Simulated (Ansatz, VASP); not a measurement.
# Cross-check of Si36O65 (amorphous SiO1.8) between VASP and Ansatz, part 3 of 3

One calculation is typed for both programs; each brings its own data sets. How far apart do they land? Of the first pair: The cell is taken from a series of runs on this material, whose earlier steps may have relaxed, scaled, displaced or heated it; both programs get it as it stands.

VASP 6.6.1 and Ansatz 0.2.0.

So far. Step 5 (VASP: single point, PBE, pair 2): The run ends at a pressure of -1.69 GPa, with forces up to 0.11 eV/Å.

## Step 9: VASP: single point, PBE, start cell, pair 3

Level of this step: PBE; plane waves and PAW (Si, O) (VASP).

The same cell, functional, mesh and smearing now go to VASP, with its own data sets.

Contents of INCAR:

```
SYSTEM = Si36O65
PREC = Accurate
ENCUT = 520
EDIFF = 1E-06
NELM = 120
ISMEAR = 0
SIGMA = 0.05
LREAL = Auto
ALGO = Normal
GGA = PE
NBANDS = 344
LORBIT = 11
LWAVE = .FALSE.
LCHARG = .FALSE.
ISIF = 2
LASPH = .TRUE.
GGA_COMPAT = .FALSE.
EFERMI = MIDGAP
NCORE = 2
```

Contents of POSCAR:

```
Si36O65
1.0
   11.5928000000      0.0000000000      0.0000000000
    0.0000000000     11.5928000000      0.0000000000
    0.0000000000      0.0000000000     11.5928000000
Si O
36 65
Direct
    0.9480970947      0.2254589055      0.4442671313
    0.5881322890      0.3047581257      0.1312625078
    0.4465875371      0.6562176523      0.1029432061
    0.2170226347      0.7654319923      0.2110706646
    0.3373904492      0.2198864813      0.0737095439
    0.1802670623      0.3484231592      0.2349389276
    0.4941342902      0.2381219378      0.8875163895
    0.9862242081      0.3354064592      0.8243392450
    0.4888292733      0.8348112622      0.6066179008
    0.8014974812      0.9315005866      0.0797305224
    0.0551808019      0.5509540404      0.1504036988
    0.5530156649      0.7935442689      0.8707473604
    0.7638102960      0.1275015527      0.2647764129
    0.8132892830      0.1914722931      0.6750483058
    0.2606876682      0.8928386585      0.4524101166
    0.1347388034      0.6832775516      0.5712683735
    0.2107083707      0.1584776758      0.4266786281
    0.6748326548      0.7403043268      0.2330239459
    0.0681112415      0.9044838175      0.0369108412
    0.9089693603      0.5727434270      0.6930163550
    0.1425626251      0.1191774205      0.9034228142
    0.8022134428      0.7861086191      0.7726261128
    0.3721965358      0.0443809951      0.2832879028
    0.4051480229      0.6074632531      0.5321061348
    0.6030467187      0.9505210130      0.3900610724
    0.0636602029      0.8807880754      0.7727986336
    0.7502242771      0.5900904009      0.3603098475
    0.2733679525      0.4615968532      0.0241701746
    0.6806207301      0.0453471120      0.8598181630
    0.3858084328      0.3563936236      0.5319077358
[... 65 atom lines left out ...]
    0.3177489476      0.2418138845      0.4775377821
    0.7539507280      0.0832413222      0.7451694155
    0.2669242978      0.8052411842      0.3384600787
    0.0918759920      0.0390242219      0.0072458768
    0.8837640605      0.5419570768      0.3402974260
    0.5114898903      0.3253657443      0.5905389552
```

Contents of KPOINTS:

```
Automatic mesh
0
Gamma
1 1 1
0 0 0
```

Potentials, in the order of the species: Si and O (PBE family, release 64).

The run is started by

```console
> mpirun -np 8 vasp_gam
```

Numbers of over 12 decimals in the logs are rounded to 6 here.

What it wrote:

```text
[... set-up lines as in an earlier step ...]
 entering main loop
       N       E                     dE             d eps       ncg     rms          rms(c)
DAV:   1     0.479207752188E+04    0.47921E+04   -0.30825E+05   712   0.149E+03
DAV:   2    -0.368242301020E+03   -0.51603E+04   -0.49929E+04   864   0.359E+02
DAV:   3    -0.831036542370E+03   -0.46279E+03   -0.45723E+03   824   0.113E+02
DAV:   4    -0.841833194685E+03   -0.10797E+02   -0.10714E+02   816   0.182E+01
[...]
DAV:  19    -0.729837427737E+03    0.72077E-05   -0.90359E-05   800   0.157E-02    0.101E-02
DAV:  20    -0.729837426646E+03    0.10907E-05   -0.79477E-06   824   0.581E-03    0.659E-03
DAV:  21    -0.729837426553E+03    0.92987E-07   -0.23337E-06   592   0.308E-03
   1 F= -.72983743E+03 E0= -.72983553E+03  d E =-.380093E-02
```

From OUTCAR (step 9):

```text
  Total      -10.4009898     11.4417198     25.2231280     -9.5354984      0.3588043    -26.0519050
  in kB      -10.6959712     11.7662172     25.9384784     -9.8059336      0.3689803    -26.7907602
  external PRESSURE =       9.0029081 kB  Pullay stress =       0.0000000 kB

 POSITION                                       TOTAL-FORCE (eV/Angst)
 -----------------------------------------------------------------------------------
     10.99110      2.61370      5.15030        -0.450789     -0.689521      0.768933
      6.81810      3.53300      1.52170         2.887442      1.371696      2.981088
      5.17720      7.60740      1.19340         0.470176      0.128769      1.142979
      2.51590      8.87350      2.44690         1.117020      0.511807     -0.827371
      3.91130      2.54910      0.85450        -2.503357     -3.125700     -2.151877
      2.08980      4.03920      2.72360         1.432095     -0.561424      3.278302
      5.72840      2.76050     10.28880        -0.869713      0.334462     -3.489525
     11.43310      3.88830      9.55640         1.118196     -2.463515      0.082608
[...]
3.18340      0.33500      4.52590        -2.042334      0.292216      2.291877
      5.91450      4.32420      2.68850        -0.594240     -1.285092     -0.415735
     11.34040      4.23720      5.27320         0.395220      0.394122     -0.751943
      0.74340      2.75210     10.43390         0.848262     -4.566517      4.014681
      7.06400      9.57750      3.75170        -0.167840      0.818217      0.790117
[...]
-----------------------------------------------------------------------------------
    total drift:                                0.041988      0.023616     -0.005285

  FREE ENERGIE OF THE ION-ELECTRON SYSTEM (eV)
  ---------------------------------------------------
  free  energy   TOTEN  =      -729.8374265531 eV

  energy  without entropy=     -729.8336256195  energy(sigma->0) =     -729.83552609

[... 1 part as in an earlier step ...]

[... 2 further parts left out ...]
[key lines of the parts left out:]
E-fermi :   4.0690
```

The run ends at a pressure of 0.90 GPa, with forces up to 7.0 eV/Å.

## Step 10: Side by side

What differs besides the data sets and the points named for the pairs above, as far as they apply: the cutoff is 420 eV in Ansatz and 520 eV in VASP (PREC = Accurate, projectors in real space). Total energies have different zeros and are not compared.

Forces on 10 of the 101 atoms, those with the largest forces and the largest differences (eV/Å; atoms numbered as in POSCAR):

```csv
atom,"Ansatz x, y, z","VASP x, y, z"
Si15,"-2.057, -5.282, 1.693","-2.040, -5.226, 1.708"
Si17,"-1.888, 2.385, 1.212","-1.863, 2.350, 1.255"
Si18,"-0.136, -1.133, -0.973","-0.104, -1.186, -0.945"
Si20,"3.646, -3.157, -0.771","3.602, -3.166, -0.805"
Si23,"2.374, -2.421, -3.198","2.359, -2.463, -3.241"
Si33,"0.918, 2.340, -4.649","0.895, 2.303, -4.609"
O38,"3.578, 3.405, -4.088","3.544, 3.409, -4.087"
O46,"0.848, -4.593, 4.008","0.848, -4.567, 4.015"
O67,"-1.863, -3.500, 5.284","-1.881, -3.468, 5.265"
O92,"-0.996, 2.851, 6.356","-0.998, 2.836, 6.351"
```

The forces differ by 19 meV/Å r.m.s., which is 1.2 % of the r.m.s. force of 1.607 eV/Å (both taken over all components).

## Step 11: What came out

```json
{"r.m.s. force difference (single point, PBE, pair 1)": "1.1 % of the r.m.s. force", "r.m.s. force difference (single point, PBE, pair 2)": "21 meV/Å", "r.m.s. force difference (single point, PBE, start cell, pair 3)": "1.2 % of the r.m.s. force"}
```

What this shows: The r.m.s. force difference is 21 meV/Å (single point, PBE, pair 2), beyond the 12 meV/Å picked in this series as the mark of a large difference. What causes the difference of the single point, PBE, pair 2 pair stays open here. 1 further run of this series is not shown here. How closely two codes agree says nothing of how well the functional describes the real material.

[Lines on the potential files, build, host, timing and source positions are cut from VASP's logs without a mark.]

[Logs are printed without paths, hosts, clocks, repeated set-up lines and the standing remarks that a program may print on its own settings, such as how far it seeks lower states.]

[Hosts, paths, dates, database ids (printed as entryN), source tags and the programs' standing remarks are cut or masked in the printed files.]
